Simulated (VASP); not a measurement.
A run of VASP 6.6.1:

Contents of INCAR:

```
SYSTEM = AlIn3Sb4
ALGO     = Fast           ! electronic algorithm
EDIFF    = 1E-7           ! SCF threshold, eV
EDIFFG   = -0.005         ! ionic threshold
ENCUT    = 300            ! plane-wave cutoff, eV
IBRION   = 2              ! ionic algorithm
ISIF     = 3              ! what is computed and relaxed
ISMEAR   = 0              ! smearing method
KPAR     = 2            
LASPH    = .True.         ! aspherical terms in the spheres
LCHARG   = .False.        ! write CHGCAR
LREAL    = .False.        ! projectors in reciprocal space
LWAVE    = .False.        ! write WAVECAR
NELM     = 60             ! most SCF steps
NSW      = 60             ! ionic steps
PREC     = Accurate       ! precision mode
SIGMA    = 0.02           ! smearing width, eV
```

The input KPOINTS:

```
k-points
0
Gamma
  4 4 2
  0 0 0
```

File POSCAR:

```
AlIn3Sb4
1.0
    0.0000000000     -3.2605883200     -3.2605883200
    3.2605883200      6.5211766400     -3.2605883200
    6.5211766400     -3.2605883200      3.2605883200
In Al Sb
3 1 4
Direct
    0.7500000000      0.5000000000      0.2500000000
    0.5000000000      0.0000000000      0.5000000000
    0.2500000000      0.5000000000      0.7500000000
    0.0000000000      0.0000000000      0.0000000000
    0.8125000000      0.6250000000      0.9375000000
    0.5625000000      0.1250000000      0.1875000000
    0.3125000000      0.6250000000      0.4375000000
    0.0625000000      0.1250000000      0.6875000000
```

Potentials or basis: VASP PAW LDA potentials, release 64 (In_d, Al, Sb).

Command:

```sh
$ cat potpaw_LDA.64/In_d/POTCAR potpaw_LDA.64/Al/POTCAR potpaw_LDA.64/Sb/POTCAR > POTCAR
$ mpirun -np 2 vasp_std > vasp.out
```

Hardware: 2 MPI ranks on Intel(R) Xeon(R) Platinum 8559C (Emerald Rapids), with other jobs on the host.

Problem. How long does it take, and how much memory?

Solution. It took 6.7 min on 2 MPI ranks on Intel(R) Xeon(R) Platinum 8559C (Emerald Rapids), on a shared host, peak memory 0.22 GiB a rank. Counts: scf iterations 264, k points 14, ion steps 29.
